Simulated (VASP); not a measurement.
BaMg4Sn3, 8 atoms in the cell. Symmetry: P4/mmm, No. 123, tetragonal system. Conventional cell: a = 4.899 Å, b = 4.899 Å, c = 9.248 Å, α = 90.00°, β = 90.00°, γ = 90.00°. Around Ba (site symmetry 4/mmm) lie 8 Sn at 3.72 Å and 8 Mg at 3.83 Å. Mg (site symmetry 2mm) is surrounded by 4 Sn at 2.92 to 2.97 Å and 1 Mg at 3.35 Å. Sn (site symmetry 4/mmm) has 8 Mg at 2.97 Å as nearest neighbours. Sn (site symmetry 4mm) is surrounded by 1 Sn at 2.72 Å and 4 Mg at 2.92 Å. The cell was built by a generator and needn't be a form met in nature.

| Quantity | Value |
| --- | --- |
| Program | VASP 6.6.1 |
| Task | single point |
| Functional | PBE |
| Dispersion | D3(BJ) |
| Potentials or basis | VASP PAW PBE potentials, release 64 (Ba_sv, Mg, Sn_d) |
| Cutoff | 520 eV |
| k mesh | 4 × 4 × 2 |
| Occupations | fermi-dirac, width 0.1 eV |
| Spin | no spin polarisation |
| Dipole correction | no |
| Further INCAR settings | ALGO = Normal; EDIFF = 1e-06; NBANDS = 40 |

Potentials or basis: VASP PAW PBE potentials, release 64 (Ba_sv, Mg, Sn_d).

Command:

```sh
$ cat potpaw_PBE.64/Ba_sv/POTCAR potpaw_PBE.64/Mg/POTCAR potpaw_PBE.64/Sn_d/POTCAR > POTCAR
$ mpirun -np 1 vasp_std > vasp.out
```

Hardware: 1 thread of AMD EPYC 7R43 64-Core Processor (Zen 3), on a shared host.

How long does it take, and how much memory?

It took 99 s on 1 thread of AMD EPYC 7R43 64-Core Processor (Zen 3) (shared host), peak memory 0.31 GiB. Counts: scf iterations 14, k points 12.
